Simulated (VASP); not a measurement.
Consider the following.

```xyz
1
Lattice="0.0000 2.0640 2.0640 2.0640 0.0000 2.0640 2.0640 2.0640 0.0000" Properties=species:S:1:pos:R:3 pbc="T T T"
Ag     0.0000     0.0000     0.0000
```

Method: optB88-vdW, VASP's PBE PAW potentials (set 64) (plane waves; VASP 6.6.1). Run with 520 eV cut-off, 14×14×14 Γ-centred mesh, first-order Methfessel-Paxton smearing of 0.10 eV, potentials Ag.

Problem. Estimate the energy per atom (σ→0), band gap (on the k-mesh) with the smallest direct gap where there is one.

Solution. 
| Quantity | Result |
|---|---|
| band gap (on the k-mesh) | none (metal, semimetal or under 0.01 eV) |
| energy per atom (σ→0) | 0.354 eV/atom |

The absolute energy has meaning only against runs of the same code, potentials and settings.

The compound is Ag in the fcc structure. It was relaxed first. The start is the result of an earlier pass.
